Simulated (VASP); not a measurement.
DyO:

```xyz
2
Lattice="0.0000 2.5261 2.5261 2.5261 0.0000 2.5261 2.5261 2.5261 0.0000" Properties=species:S:1:pos:R:3 pbc="T T T"
Dy    0.0000    0.0000    0.0000
O     1.2631    1.2631    1.2631
```

The cell comes from a database or a generator and needn't be the stable form of this composition.

Base run:

- Program: VASP 6.6.1
- Functional: LDA
- Potentials or basis: VASP PAW PBE potentials, release 64 (Dy, O)
- Cutoff: 520 eV
- k mesh: 6 × 6 × 6
- Occupations: gaussian, width 0.05 eV
- Spin: collinear spin, zero start
- Starting moments: [0.0, 0.0] μB
- Hubbard terms: Dy f U = 3 eV

Its results: band gap on the k mesh none (metal or under the smearing width); pressure 7.1 GPa; net moment 0.09 μB per cell; site moments Dy -0.10; O +0.01 μB.

Task: The run is repeated on the same cell with these changes: hubbard terms from Dy f U = 3 eV to Dy f U = 8 eV; further incar settings from ALGO = Normal; EDIFF = 1e-06 to ALGO = Normal; EDIFF = 1e-07; NBANDS = 24. What comes out?

Result: Band gap on the k mesh none (metal or under the smearing width); pressure 9.7 GPa; net moment 1.99 μB per cell; site moments Dy +1.90; O -0.02 μB.

Caveats: the magnetic or orbital state may not be the lowest; the PAW data sets were made with another functional, which shifts forces and pressure a little; spin-orbit coupling is left out, which moves the levels of the heavy elements.

Not every run made on this cell is shown here.
